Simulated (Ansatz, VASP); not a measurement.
**Pt2Br: VASP beside Ansatz**

File INCAR:

```
SYSTEM = Pt2Br
PREC = Accurate ; ENCUT = 520
EDIFF = 1E-7 ; ISMEAR = 0
SIGMA = 0.1 ; LREAL = .False.
LASPH = .True. ; NELM = 60
ALGO = Normal ; ISIF = 2
LWAVE = .False. ; LCHARG = .False.
GGA = PE ; NBANDS = 20
```

Contents of KPOINTS:

```
regular mesh
0
Gamma
  6 6 6
  0 0 0
```

The input POSCAR:

```
Pt2Br
1.0
    0.0000000000      3.1337223400      3.1337223400
    3.1337223400      0.0000000000      3.1337223400
    3.1337223400      3.1337223400      0.0000000000
Pt Br
2 1
Direct
    0.2500000000      0.2500000000      0.2500000000
    0.5000000000      0.5000000000      0.5000000000
    0.0000000000      0.0000000000      0.0000000000
```

Input for Ansatz:

```yaml
crystal:
  lattice:
    - [0.0, 3.13372234, 3.13372234]
    - [3.13372234, 0.0, 3.13372234]
    - [3.13372234, 3.13372234, 0.0]
  atoms:
    - { symbol: Pt, position: [0.25, 0.25, 0.25] }
    - { symbol: Pt, position: [0.5, 0.5, 0.5] }
    - { symbol: Br, position: [0.0, 0.0, 0.0] }
basis:
  ecutwfc: 420
kpoints:
  mp_grid: { grid: [6, 6, 6] }
hamiltonian:
  xc: pbe
scf:
  occupations: { method: gaussian, width: 0.1 }
  lower_state_search: "off"
output:
  forces: true
  stress: true
  eigenvalues: true
```

Change from the starting cell: species swapped into the Cu2Se type (F-43m, No. 216).

Alike in both runs: task single point; functional PBE; k mesh 6 × 6 × 6; occupations gaussian, width 0.1 eV; no spin polarisation.

```csv
,VASP,Ansatz
version,VASP 6.6.1,Ansatz 0.2.0
potentials or method,"VASP PAW PBE potentials, release 64 (Pt, Br)","scalar-relativistic, plane waves, PAW"
plane-wave cutoff (eV),520,420
valence electrons in the cell,27,43
```

```csv
,VASP,Ansatz,Ansatz less VASP
gap on the k mesh at the Fermi level (eV),none,none,-
pressure (GPa),2.6,2.8,+0.15
```

A gap of «none» marks a metal or a gap that the smearing closes. The two sets of potentials don't hold the same shells in valence.

Caveats: an odd number of electrons without spin polarisation forces a metal; a magnetic or distorted state may lie lower. Spin-orbit coupling is left out, which matters for the levels of Pt.
